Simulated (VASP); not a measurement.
Given:

```
Al
1.0
    0.00000     2.04676     2.04676
    2.04676     0.00000     2.04676
    2.04676     2.04676     0.00000
Al
1
Direct
  0.00000   0.00000   0.00000
```

These are revPBE GGA, VASP's PBE PAW potentials (set 64) (plane waves; VASP 6.6.1) values and carry that method's errors. Numerical set-up: 520 eV cut-off, 15×15×15 Γ-centred mesh, first-order Methfessel-Paxton smearing of 0.10 eV, potentials Al.

Problem. Give the stress tensor in GPa (positive for a compressed cell).

Solution. 
```
-2.03   0.00   0.00
 0.00  -2.03   0.00
 0.00   0.00  -2.03
```
The pressure is its mean diagonal, -2.03 GPa.

The compound is Al in the fcc structure. This cell is one point of a volume scan, at 1.03 of the reference volume.
